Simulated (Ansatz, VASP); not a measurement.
# Ga2O3 in two plane-wave programs

Wanted: the spread between two codes on one cell, functional and k mesh. The cell is taken from a series of runs on this material, whose earlier steps may have relaxed, scaled, displaced or heated it; both programs get it as it stands.

Calculated with Ansatz 0.2.0; plane waves, with VASP 6.6.1 beside it; single point at HSE06.

### Step 1. Starting point

The structure is trigonal, space group R-3c (No. 167). The conventional cell has a = 4.997 Å, b = 4.997 Å, c = 13.451 Å, α = 90.00°, β = 90.00°, γ = 120.00°. Nearest to Ga lie 6 O at 1.93 to 2.08 Å. Nearest to O lie 4 Ga at 1.93 to 2.08 Å. Farther neighbours and most contacts between anions are not listed.

As a file:

```cif
data_structure
_symmetry_space_group_name_H-M 'R-3c:H'
_symmetry_Int_Tables_number 167
_cell_length_a 4.9974
_cell_length_b 4.9974
_cell_length_c 13.4506
_cell_angle_alpha 90.000
_cell_angle_beta 90.000
_cell_angle_gamma 120.000
_cell_volume 290.91
loop_
_atom_site_label
_atom_site_type_symbol
_atom_site_symmetry_multiplicity
_atom_site_Wyckoff_symbol
_atom_site_fract_x
_atom_site_fract_y
_atom_site_fract_z
_atom_site_occupancy
Ga1 Ga 12 c 0.66667 0.33333 0.18892 1
O1 O 18 e 0.66667 0.03017 0.08333 1
```

### Step 2. Ansatz: single point, HSE06

Ansatz runs on its default PAW (the set named soft_2) files.

A single point gives forces, pressure and levels at one fixed geometry, so differences don't come from the geometry; what else differs is listed under the comparison.

Contents of input.yaml:

```yaml
crystal:
  lattice:
    - [2.4986991939, 1.4426246522, 4.4835497685]
    - [-2.4986991939, 1.4426246522, 4.4835497685]
    - [0.0, -2.8852493044, 4.4835497685]
  atoms:
    - { symbol: Ga, position: [0.85558558, 0.85558558, 0.85558558] }
    - { symbol: Ga, position: [0.64441442, 0.64441442, 0.64441442] }
    - { symbol: Ga, position: [0.14441442, 0.14441442, 0.14441442] }
    - { symbol: Ga, position: [0.35558558, 0.35558558, 0.35558558] }
    - { symbol: O, position: [0.75, 0.44683282, 0.05316718] }
    - { symbol: O, position: [0.44683282, 0.05316718, 0.75] }
    - { symbol: O, position: [0.05316718, 0.75, 0.44683282] }
    - { symbol: O, position: [0.25, 0.55316718, 0.94683282] }
    - { symbol: O, position: [0.94683282, 0.25, 0.55316718] }
    - { symbol: O, position: [0.55316718, 0.94683282, 0.25] }
kpoints:
  mp_grid: { grid: [4, 4, 4] }
  band_path:
    path:
      - [0.0, 0.0, 0.0]
      - [0.5, 0.5, 0.5]
      - [0.76431389, 0.23568611, 0.5]
      - [0.5, -0.23568611, 0.23568611]
      - [0.5, 0.0, 0.0]
      - [0.36784305, -0.36784305, 0.0]
      - [0.63215695, 0.0, 0.36784305]
      - [0.5, 0.0, 0.5]
      - [0.0, 0.1666666667, -0.1666666667]
    npoints: 1
hamiltonian:
  xc: hse06
scf:
  occupations: { method: fixed }
  n_extra_bands: 7
output:
  eigenvalues: true
```

On the command line:

```
$ ansatz run input.yaml --threads 3 --pin off --max-ram 92160MiB --backend cuda --devices 1 --max-vram 13GiB --events-out ev --progress --plain --runs-dir out
```

Numbers of over 12 decimals in the logs are rounded to 6 here.

The program printed:

```text
scf.n_extra_bands = 7 over 44 filled bands (N_el = 88.0): the run solves 51 bands
GPUs: using 1 of 1 available (devices: 1).
Engine: ansatz 0.2.0, x86_64-unknown-linux-gnu
Pseudopotentials: kind: paw
Pseudopotential: Ga, paw, valence charge 13, recommended cutoff 420 eV (normal), Ga.paw.azcp
Pseudopotential: O, paw, valence charge 6, recommended cutoff 420 eV (normal), O.paw.azcp
Functional definition: HSE06
  parameter a = 0.25
  parameter omega = 0.11/bohr
  exchange = pbe_x - a*pbe_x_sr(omega) + a*exact_x_sr(omega)
  correlation = pbe_c
davidson cushion auto → on  (no smearing: the cushion is to keep the highest requested band from converging to the state above it; pin scf.eigensolver.cushion to override)
device memory: the entry about to start is reckoned to put 2.2 GiB on a device that reports 23.3 GiB free (of which the cap on the GPU budget leaves the run 13.0 GiB)
GPU FFT provider: cuFFT
GPU libraries: cuBLAS 13.8.2, cuFFT 12.4.0, cuSOLVER 12.3.4
Crystal: 10 atoms, lattice volume = 96.971 Å³
Basis set: ecut = 420 eV, 1899 PW (Γ)
Bands: 51, of which v1, the nominal top of the filled ones, is band 44 counted from 1 (43 counted from 0)
Symmetry: 12 space group operations
Space group: R-3c (ITA 167), of the structure as read, at distance tolerance 4.6e-5 Å
k-points: 13 of 64
Non-local potential: Ga, projectors of the file, l = 0: 2, l = 1: 2, l = 2: 3, l = 3: 1
Non-local potential: O, projectors of the file, l = 0: 2, l = 1: 2, l = 2: 1
PAW form: soft (Blöchl's): semilocal exchange-correlation on the pseudo side does not see the compensation charge
PAW frozen core: Ga, regenerated for the run's functional, and the local potential with it (the file was generated under x = pbe(κ = 0.804, μ = 0.219515), c = pbe(β = 0.066725))
PAW frozen core: O, regenerated for the run's functional, and the local potential with it (the file was generated under x = pbe(κ = 0.804, μ = 0.219515), c = pbe(β = 0.066725))
PAW one-centre angular grid: Ga, 590 points (default); XC on 64 Gauss nodes
PAW one-centre angular grid: O, 110 points (default); XC on 96 Gauss nodes
Initial density: superposition of atomic densities (neutral atoms: chi_scale 0, normalization atom), corrected by the library's trained network
Initial wavefunctions: pseudopotential atomic-orbital guess
GPU buffer pool allocated for 46656 grid points (all kernels)
GPU transforms: local potential and band sums: pruned to the plane-wave sphere, on 36×36×36
Functional: x = pbe(κ = 0.804, μ = 0.219515), c = pbe(β = 0.066725), warm-up for x = pbe(κ = 0.804, μ = 0.219515) + 0.25 (exact − pbe) at short range (hse, ω = 0.207870 Å⁻¹), c = pbe(β = 0.066725); HSE06 as pw.x's `hse` composes it (authors' and Libxc's form: `xc: wpbeh`)
SCF iter   1: F=—  HF=-18539.747680 eV  |F-HF|=—  |Δ(HF+E_count)|=         —  Δρ=1.14e-3  dr2=3.63e-4  ethr=1.77e-3  ⟨swp⟩=2.0  Hψ=4436  notcnv=0
preconditioner: auto → none  [insulator: Δε(μ)=2.824 eV  Ē_g=17.093 eV  n_scr=26 (ndim 8)  ℏωp=35.4 eV  f_vac=0.015]
SCF iter   2: F=-18539.749149 eV  HF=-18539.748828 eV  |F-HF|=3.20e-4  |Δ(HF+E_count)|=   1.15e-3  Δρ=5.72e-4  dr2=8.54e-5  ethr=4.13e-7  ⟨swp⟩=5.3  Hψ=2695  notcnv=0  defer=1
SCF 1 stopped early in 2 iterations: F = -18539.749149 eV  dr2 = 8.54e-5
  greatest PAW one-centre occupation: 0.998 electrons in one spin orbital (limit 2), on the Ga atom at site 3 (counted from 0), in its partial waves of l = 2
device memory: the entry about to start is reckoned to put 2.7 GiB on a device that reports 23.2 GiB free (of which the cap on the GPU budget leaves the run 13.0 GiB)
GPU FFT provider: cuFFT
GPU libraries: cuBLAS 13.8.2, cuFFT 12.4.0, cuSOLVER 12.3.4
Initial density: handed on by an earlier stage of this run
Initial wavefunctions: those handed on with the density
GPU buffer pool allocated for 46656 grid points (all kernels)
GPU transforms: local potential and band sums: pruned to the plane-wave sphere, on 36×36×36
Functional: x = pbe(κ = 0.804, μ = 0.219515) + 0.25 (exact − pbe) at short range (hse, ω = 0.207870 Å⁻¹), c = pbe(β = 0.066725); HSE06 as pw.x's `hse` composes it (authors' and Libxc's form: `xc: wpbeh`)
Exchange kernel: α = 0.2500, screened, ω = 0.2079 Å⁻¹, Wigner–Seitz truncation, v(0) = 1044.7563 eV·Å³, q-mesh 4×4×4, nearest image of the exchange supercell L = 19.99 Å, pair-density grid 24×24×24, without the augmentation charges, whose exchange is taken in its separable form by FFT convolution over the k-point mesh (sized by the pseudopotential files, 30×30×30 at the most), smooth part of the exact exchange by density-matrix convolution in up to 2.54 GiB of GPU memory as planned if the GPU has room (build and FFT work areas not counted)
Frozen-core exchange: fock
SCF iter   1: F=—  HF=-18541.163899 eV  |F-HF|=—  |Δ(HF+E_count)|=         —  Δρ=1.78e-2  dr2=1.23e-1  ethr=9.70e-7  ⟨swp⟩=7.2  Hψ=3576  notcnv=0
preconditioner: auto → none  [insulator: Δε(μ)=4.548 eV  Ē_g=20.287 eV  n_scr=26 (ndim 8)  ℏωp=35.4 eV  f_vac=0.016]
SCF iter   2: F=—  HF=-18541.111875 eV  |F-HF|=—  |Δ(HF+E_count)|=   5.20e-2  Δρ=6.04e-3  dr2=1.70e-2  ethr=9.70e-7  ⟨swp⟩=4.0  Hψ=2793  notcnv=0
SCF iter   3: F=—  HF=-18541.158947 eV  |F-HF|=—  |Δ(HF+E_count)|=   4.71e-2  Δρ=4.42e-3  dr2=7.80e-3  ethr=9.70e-7  ⟨swp⟩=4.2  Hψ=2765  notcnv=0
SCF iter   4: F=—  HF=-18541.157153 eV  |F-HF|=—  |Δ(HF+E_count)|=   1.79e-3  Δρ=1.19e-3  dr2=4.96e-4  ethr=9.70e-7  ⟨swp⟩=3.0  Hψ=2125  notcnv=0
SCF iter   5: F=—  HF=-18541.157857 eV  |F-HF|=—  |Δ(HF+E_count)|=   7.05e-4  Δρ=6.21e-4  dr2=2.82e-4  ethr=4.81e-7  ⟨swp⟩=3.5  Hψ=1784  notcnv=0
SCF iter   6: F=-18541.157752 eV  HF=-18541.157787 eV  |F-HF|=3.44e-5  |Δ(HF+E_count)|=   7.07e-5  Δρ=2.06e-4  dr2=4.73e-5  ethr=3.10e-7  ⟨swp⟩=3.1  Hψ=1843  notcnv=0
SCF 2 stopped early in 6 iterations: F = -18541.157752 eV  dr2 = 4.73e-5
hybrid outer 1: dexx = +5.200e-2 eV, tail = 2.72e-4 eV
GPU FFT provider: cuFFT
GPU libraries: cuBLAS 13.8.2, cuFFT 12.4.0, cuSOLVER 12.3.4
GPU buffer pool allocated for 46656 grid points (all kernels)
GPU transforms: local potential and band sums: pruned to the plane-wave sphere, on 36×36×36
Exchange kernel: α = 0.2500, screened, ω = 0.2079 Å⁻¹, Wigner–Seitz truncation, v(0) = 1044.7563 eV·Å³, q-mesh 4×4×4, nearest image of the exchange supercell L = 19.99 Å, pair-density grid 24×24×24, without the augmentation charges, whose exchange is taken in its separable form by FFT convolution over the k-point mesh (sized by the pseudopotential files, 30×30×30 at the most), smooth part of the exact exchange by density-matrix convolution in up to 2.54 GiB of GPU memory as planned if the GPU has room (build and FFT work areas not counted)
Frozen-core exchange: fock
SCF iter   1: F=—  HF=-18541.155887 eV  |F-HF|=—  |Δ(HF+E_count)|=         —  Δρ=1.04e-4  dr2=1.18e-5  ethr=1.55e-6  ⟨swp⟩=3.1  Hψ=1549  notcnv=0
preconditioner: auto → none  [insulator: Δε(μ)=4.599 eV  Ē_g=20.214 eV  n_scr=26 (ndim 8)  ℏωp=35.4 eV  f_vac=0.019]
iter 2 solved again at ethr=4.78e-10 eV; its pass at ethr=9.74e-9 eV (dr2=4.21e-7 eV) is discarded
SCF iter   2: F=—  HF=-18541.155893 eV  |F-HF|=—  |Δ(HF+E_count)|=   5.59e-6  Δρ=3.14e-5  dr2=1.07e-6  ethr=4.78e-10  ⟨swp⟩=2.0  Hψ=3981  notcnv=0
SCF iter   3: F=—  HF=-18541.155897 eV  |F-HF|=—  |Δ(HF+E_count)|=   4.41e-6  Δρ=2.61e-5  dr2=4.44e-7  ethr=4.78e-10  ⟨swp⟩=4.6  Hψ=2557  notcnv=0  defer=1
SCF iter   4: F=-18541.155897 eV  HF=-18541.155897 eV  |F-HF|=2.40e-9  |Δ(HF+E_count)|=   1.58e-7  Δρ=3.04e-6  dr2=8.56e-9  ethr=4.74e-10  ⟨swp⟩=3.0  Hψ=1768  notcnv=0
SCF 3 converged in 4 iterations: F = -18541.155897 eV  dr2 = 8.56e-9
hybrid outer 2: dexx = +4.061e-6 eV, tail = 7.64e-8 eV, Δε = 4.73e-3 eV (about 1.01e-4 eV left of the loop's levels)
device memory: the entry about to start is reckoned to put 0.8 GiB on a device that reports 41.5 GiB free (of which the cap on the GPU budget leaves the run 13.0 GiB)
NSCF: frozen V_eff on 9 k-points
hybrid SCF converged: 2 outer / 10 inner (+2 warm-up), last move |dexx| = 4.06e-6 eV, tail = 7.64e-8 eV
Stability not checked: this state was not tested for a lower state beside it, because the functional holds exact exchange (a hybrid, or Hartree-Fock), whose exchange loop this test does not read (fock_operator; see scf.lower_state_search)
Free energy (F): -18541.155896 eV
Frozen-core exchange: fock
Harris-Foulkes:  -18541.155896 eV  (|F-HF|=2.39e-9)
Internal energy: -18541.155896 eV  (E = F + TS)
E sigma→0 (E₀):  -18541.155896 eV
Fermi energy:    7.869356 eV
--- Per-component energies (eV) ---
  E_band       = -201.344308
  E_kinetic    = 1526.210810
  E_local      = -8543.275962  (includes V_loc(G=0)·N_el)
  E_nonlocal   = 2022.873458
  E_hartree    = 3875.945521
  E_xc         = -571.606084
  E_vxc        = -629.913332  (∫ρ·V_xc dr)
  E_exx        = -311.755313  (= α·E_x^exact, valence–valence)
  E_paw        = -8786.242754  (= ΣΔE_a)
  E_vpaw       = -1705.639912  (= ΣTr[D̂ρ^β])
  E_aug_tail   = 0.014527  (compensation charges beyond the density's cutoff)
  E_ewald      = -7753.609124
  E_core_change = 0.289025  (= ΣΔE_core)
  E_smearing   = -0.000000  (= −TS)
  E_closure    = -0.000000  (closes the sum)
  Σ components = -18541.155896   (vs F -18541.155896, Δ=3.64e-12)
--- Band table (eV; the first three rows and the last of 13) ---
  k-point 0: bands = [... 40 lower, 7.5966, 7.6368, 7.6728, 7.6728, 12.4688, 16.6214, 16.6327, 18.9746, ... 3 higher]
  k-point 1: bands = [... 40 lower, 7.2600, 7.3785, 7.7176, 7.8694, 14.0538, 16.4154, 17.2501, 18.1782, ... 3 higher]
  k-point 2: bands = [... 40 lower, 6.8727, 6.8727, 7.7497, 7.7497, 16.2761, 16.2761, 16.6244, 16.6244, ... 3 higher]
  k-point 12: bands = [... 40 lower, 7.6164, 7.6164, 7.6164, 7.6164, 15.6608, 15.6608, 17.8527, 17.8527, ... 3 higher]
```

(Continued in part 2 of 2.)

[Lines on the potential files, build, host, timing and source positions are cut from VASP's logs without a mark.]

[Logs are printed without paths, hosts, clocks, repeated set-up lines and the standing remarks that a program may print on its own settings, such as how far it seeks lower states.]

[Hosts, paths, dates, database ids (printed as entryN), source tags and the programs' standing remarks are cut or masked in the printed files.]
